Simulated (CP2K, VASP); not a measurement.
VASP ran on this input.

INCAR:
```
# general
SYSTEM  = TeO3
PREC    = Accurate
ENCUT   = 400
LREAL   = F
LASPH   = T

# electronic loop
EDIFF   = 1E-6
NELM    = 100
ALGO    = Normal
LMAXMIX = 4

# smearing
ISMEAR  = -1
SIGMA   = 0.05

# functional
GGA     = PS

# ions
ISIF    = 2

# output
LWAVE   = F
LCHARG  = F
```

File KPOINTS:
```
K-points
0
Gamma
  4 4 4
0 0 0
```

File POSCAR:
```
TeO3
1
    2.5328930000    -4.3847060000     0.0000000000
    2.5328930000     4.3847060000     0.0000000000
   -1.6052410000     0.0000000000     4.7060200000
Te O
2 6
Direct
  0.1664500000   0.8335500000   0.0000000000
  0.8335500000   0.1664500000   0.0000000000
  0.0503100000   0.4290900000   0.7758400000
  0.9496900000   0.5709100000   0.2241600000
  0.5709100000   0.9496900000   0.2241600000
  0.4290900000   0.0503100000   0.7758400000
  0.1912600000   0.1912600000   0.2256400000
  0.8087400000   0.8087400000   0.7743600000
```

POTCAR, in this order: Te O (PBE.64 set). Program: vasp_std.

Problem. Write an input for CP2K that does the same calculation.

Solution. One input that does it (PBEsol, GPW, DZVP-MOLOPT-SR-GTH basis, GTH-PBE potentials (GTH_POTENTIALS)):
```
&GLOBAL
  PROJECT teo3
  RUN_TYPE ENERGY_FORCE
  PRINT_LEVEL LOW
&END GLOBAL
&FORCE_EVAL
  METHOD Quickstep
  STRESS_TENSOR ANALYTICAL
  &DFT
    BASIS_SET_FILE_NAME BASIS_MOLOPT
    POTENTIAL_FILE_NAME GTH_POTENTIALS
    &QS
      METHOD GPW
      EPS_DEFAULT 1E-10
    &END QS
    &MGRID
      CUTOFF 450
      REL_CUTOFF 60
      NGRIDS 5
    &END MGRID
    &SCF
      SCF_GUESS ATOMIC
      EPS_SCF 1E-6
      MAX_SCF 100
      ADDED_MOS 9
      &DIAGONALIZATION
        ALGORITHM STANDARD
      &END DIAGONALIZATION
      &MIXING
        METHOD BROYDEN_MIXING
        ALPHA 0.4
        NBUFFER 10
        BETA 1.5
      &END MIXING
      &SMEAR ON
        METHOD FERMI_DIRAC
        ELECTRONIC_TEMPERATURE [K] 580.23
      &END SMEAR
    &END SCF
    &KPOINTS
      SCHEME MACDONALD 4 4 4 0.125 0.125 0.125
    &END KPOINTS
    &XC
      &XC_FUNCTIONAL
        &PBE
          PARAMETRIZATION PBESOL
        &END PBE
      &END XC_FUNCTIONAL
    &END XC
    &PRINT
      &MO
        EIGENVALUES T
        OCCUPATION_NUMBERS T
        NDIGITS 8
        FILENAME mo
        &EACH
          QS_SCF 0
        &END EACH
        ADD_LAST NUMERIC
      &END MO
      &MULLIKEN OFF
      &END MULLIKEN
    &END PRINT
  &END DFT
  &SUBSYS
    &CELL
      A 5.06371300 0.00000000 0.00000000
      B -2.52978400 4.38650100 0.00000000
      C -0.80294900 -1.38999000 4.70602000
      PERIODIC XYZ
    &END CELL
    &COORD
      Te      -1.26584642     3.65636791     0.00000000
      Te       3.79977542     0.73013309     0.00000000
      O       -1.45370957     0.80379387     3.65111856
      O        3.18468957     2.19271713     1.05490144
      O        0.30842477     3.85423598     1.05490144
      O        1.42255523    -0.85772498     3.65111856
      O        0.30346185     0.52532484     1.06186635
      O        1.42751815     2.47118616     3.64415365
    &END COORD
    &KIND Te
      BASIS_SET DZVP-MOLOPT-SR-GTH-q6
      POTENTIAL GTH-PBE-q6
    &END KIND
    &KIND O
      BASIS_SET DZVP-MOLOPT-SR-GTH-q6
      POTENTIAL GTH-PBE-q6
    &END KIND
  &END SUBSYS
  &PRINT
    &FORCES ON
    &END FORCES
    &STRESS_TENSOR ON
    &END STRESS_TENSOR
  &END PRINT
&END FORCE_EVAL
```
The two runs describe the same crystal, functional and task. Each code takes its own potentials, basis and convergence tests.

The structure comes from a computed database's TeO3 entry; how it stands against other phases isn't given here. The cell was not relaxed at this level, and it may have been scaled.
